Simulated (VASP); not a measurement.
Computed with r2SCAN meta-GGA, VASP's PBE PAW potentials (set 64) (plane waves; VASP).

Input for VASP

### KPOINTS_OPT
```
k-points along high-symmetry lines
10
Line-mode
Reciprocal
  0.000000   0.000000   0.000000 ! GAMMA
  0.500000   0.000000   0.500000 ! X

  0.500000   0.000000   0.500000 ! X
  0.625000   0.250000   0.625000 ! U

  0.375000   0.375000   0.750000 ! K
  0.000000   0.000000   0.000000 ! GAMMA

  0.000000   0.000000   0.000000 ! GAMMA
  0.500000   0.500000   0.500000 ! L

  0.500000   0.500000   0.500000 ! L
  0.500000   0.250000   0.750000 ! W

  0.500000   0.250000   0.750000 ! W
  0.500000   0.000000   0.500000 ! X
```

### POSCAR
```
Ge
1
    0.0000000000     2.8324706227     2.8324706227
    2.8324706227     0.0000000000     2.8324706227
    2.8324706227     2.8324706227     0.0000000000
Ge
2
Direct
  0.0000000000   0.0000000000   0.0000000000
  0.2500000000   0.2500000000   0.2500000000
```

File KPOINTS:
```
K-points
0
gamma
9 9 9
0 0 0
```

INCAR:
```
SYSTEM = Ge
PREC = Accurate; ENCUT = 400; LREAL = .FALSE.
LASPH = .TRUE.
EDIFF = 1E-7; NELM = 100; ALGO = Normal
LMAXMIX = 4; LMIXTAU = .TRUE.
ISMEAR = -5
METAGGA = R2SCAN
ISIF = 2
LWAVE = .FALSE.; LCHARG = .FALSE.; LORBIT = 11
NEDOS = 601
```

POTCAR, in this order: Ge_d (PBE.64 set). Program: vasp_std.

Output

OUTCAR:
```
 ion  position               nearest neighbor table
   1  0.000  0.000  0.000-   2 2.45   2 2.45   2 2.45   2 2.45
   2  0.250  0.250  0.250-   1 2.45   1 2.45   1 2.45   1 2.45
  LATTYP: Found a face centered cubic cell.
 ALAT       =     5.6649412454
 Subroutine PRICEL returns:
 Original cell was already a primitive cell.
 Subroutine GETGRP returns: Found 48 space group operations
The static configuration has the point symmetry T_d .
 The point group associated with its full space group is O_h .
The dynamic configuration has the point symmetry T_d .
 Subroutine INISYM returns: Found 48 space group operations
 Subroutine IBZKPT returns following result:
 Found     35 irreducible k-points:

 Following reciprocal coordinates:
            Coordinates               Weight
  0.000000  0.000000  0.000000      1.000000
  0.111111  0.000000  0.000000      8.000000
  0.222222  0.000000  0.000000      8.000000
  0.333333  0.000000  0.000000      8.000000
  0.444444  0.000000  0.000000      8.000000
  0.111111  0.111111  0.000000      6.000000
  0.222222  0.111111  0.000000     24.000000
  0.333333  0.111111  0.000000     24.000000
  0.444444  0.111111  0.000000     24.000000
 -0.444444  0.111111  0.000000     24.000000
 -0.333333  0.111111  0.000000     24.000000
 -0.222222  0.111111  0.000000     24.000000
 -0.111111  0.111111  0.000000     12.000000
  0.222222  0.222222  0.000000      6.000000
  0.333333  0.222222  0.000000     24.000000
  0.444444  0.222222  0.000000     24.000000
 -0.444444  0.222222  0.000000     24.000000
 -0.333333  0.222222  0.000000     24.000000
 -0.222222  0.222222  0.000000     12.000000
  0.333333  0.333333  0.000000      6.000000
  0.444444  0.333333  0.000000     24.000000
 -0.444444  0.333333  0.000000     24.000000
 -0.333333  0.333333  0.000000     12.000000
...
```

**OSZICAR**
```
       N       E                     dE             d eps       ncg     rms          rms(c)
DAV:   1     0.133211443363E+03    0.13321E+03   -0.13729E+04  1278   0.378E+03
DAV:   2    -0.106325276557E+02   -0.14384E+03   -0.14200E+03  1260   0.502E+02
DAV:   3    -0.298599241993E+02   -0.19227E+02   -0.19132E+02  1380   0.142E+02
DAV:   4    -0.304240356308E+02   -0.56411E+00   -0.56334E+00  1476   0.284E+01
DAV:   5    -0.304332763241E+02   -0.92407E-02   -0.92401E-02  1418   0.370E+00    0.336E+00
DAV:   6    -0.277302680949E+02    0.27030E+01   -0.36713E-01  1538   0.116E+01    0.196E+00
DAV:   7    -0.279487911582E+02   -0.21852E+00   -0.38465E-01  1586   0.910E+00    0.332E-01
DAV:   8    -0.277407520994E+02    0.20804E+00   -0.13712E-01  1372   0.518E+00    0.132E-01
DAV:   9    -0.277330897990E+02    0.76623E-02   -0.31058E-03  1386   0.642E-01    0.126E-01
DAV:  10    -0.277313652990E+02    0.17245E-02   -0.29171E-04  1472   0.247E-01    0.148E-01
DAV:  11    -0.277307267787E+02    0.63852E-03   -0.71731E-03  1612   0.148E+00    0.651E-02
DAV:  12    -0.277334730581E+02   -0.27463E-02   -0.86543E-04  1308   0.340E-01    0.707E-02
DAV:  13    -0.277335631250E+02   -0.90067E-04   -0.28107E-05  1352   0.506E-02    0.635E-02
DAV:  14    -0.277338056237E+02   -0.24250E-03   -0.18655E-05  1290   0.340E-02    0.493E-02
DAV:  15    -0.277339964745E+02   -0.19085E-03   -0.13820E-04  1260   0.117E-01    0.247E-02
DAV:  16    -0.277340078211E+02   -0.11347E-04   -0.12070E-05  1276   0.355E-02    0.125E-02
DAV:  17    -0.277340158807E+02   -0.80597E-05   -0.44236E-06  1262   0.184E-02    0.442E-03
DAV:  18    -0.277340167617E+02   -0.88102E-06   -0.92285E-07  1282   0.144E-02    0.869E-04
DAV:  19    -0.277340190480E+02   -0.22863E-05   -0.52048E-07   984   0.888E-03    0.829E-04
DAV:  20    -0.277340188114E+02    0.23667E-06   -0.72649E-08   982   0.351E-03    0.466E-04
DAV:  21    -0.277340191070E+02   -0.29564E-06   -0.44768E-08   924   0.243E-03    0.123E-04
DAV:  22    -0.277340189783E+02    0.12869E-06   -0.57041E-09   630   0.116E-03    0.101E-04
DAV:  23    -0.277340189776E+02    0.66575E-09   -0.11276E-09   630   0.621E-04
   1 F= -.27734019E+02 E0= -.27734019E+02  d E =0.000000E+00
       N       E                     dE             ncg
       N       E                     dE             ncg
```

OUTCAR:
```
------------------------ aborting loop because EDIFF is reached ----------------------------------------
  FORCE on cell =-STRESS in cart. coord.  units (eV):
  Direction    XX          YY          ZZ          XY          YZ          ZX
  --------------------------------------------------------------------------------------
  Total        0.0211251      0.0211251      0.0211251      0.0000000      0.0000000      0.0000000
  in kB        0.7447023      0.7447023      0.7447023      0.0000000      0.0000000      0.0000000
  external PRESSURE =       0.7447023 kB  Pullay stress =       0.0000000 kB
  volume of cell :       45.45
      direct lattice vectors                 reciprocal lattice vectors
     0.000000000  2.832470623  2.832470623    -0.176524337  0.176524337  0.176524337
     2.832470623  0.000000000  2.832470623     0.176524337 -0.176524337  0.176524337
     2.832470623  2.832470623  0.000000000     0.176524337  0.176524337 -0.176524337
 POSITION                                       TOTAL-FORCE (eV/Angst)
 -----------------------------------------------------------------------------------
      0.00000      0.00000      0.00000         0.000000      0.000000      0.000000
      1.41624      1.41624      1.41624        -0.000000     -0.000000     -0.000000
 -----------------------------------------------------------------------------------
    total drift:                                0.000000      0.000000      0.000000
  FREE ENERGIE OF THE ION-ELECTRON SYSTEM (eV)
  ---------------------------------------------------
  free  energy   TOTEN  =       -27.7340189776 eV

  energy  without entropy=      -27.7340189776  energy(sigma->0) =      -27.73401898

 total charge

# of ion       s       p       d       tot
------------------------------------------
    1        1.103   1.289  10.022  12.414
    2        1.103   1.289  10.022  12.414
--------------------------------------------------
tot          2.206   2.578  20.043  24.827
```
(Selected blocks of OUTCAR.)

The compound is Ge in the diamond structure. It was relaxed first.
